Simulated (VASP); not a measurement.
The system is BiB2Sb.

```
Sb B Bi
1.0
     3.79320    0.00000    0.00000
     0.00000    3.79320    0.00000
     0.00000    0.00000    5.36456
Sb B Bi
1 2 1
Direct
  0.00000 0.00000 0.00000
  0.00000 0.50000 0.76182
  0.50000 0.00000 0.23818
  0.50000 0.50000 0.50000
```

The cell was built by a generator and needn't be a form met in nature.

Base run:

- Program: VASP 6.6.1
- Functional: PBEsol
- Potentials or basis: VASP PAW PBE potentials, release 64 (Sb, B, Bi_d)
- Cutoff: 520 eV
- k mesh: 4 × 4 × 4
- Occupations: gaussian, width 0.01 eV
- Spin: no spin polarisation

Its results: band gap on the k mesh 0.55 eV, indirect (least direct gap 0.78 eV); pressure -1.3 GPa.

Q: The run is repeated on the same cell with these changes: functional from PBEsol to HSE06; k mesh from 4 × 4 × 4 to 4 × 4 × 2. What comes out?

A: Band gap on the k mesh 1.21 eV, indirect (least direct gap 1.33 eV); pressure -1.9 GPa.

Several settings changed at once, so the effect can't be laid on one alone.

Caveats: some runs use coarse meshes; the PAW data sets were made with another functional, which shifts forces and pressure a little; spin-orbit coupling is left out, which as a rule narrows the gap of such compounds by several tenths of an eV.

A k mesh can miss the band edges.
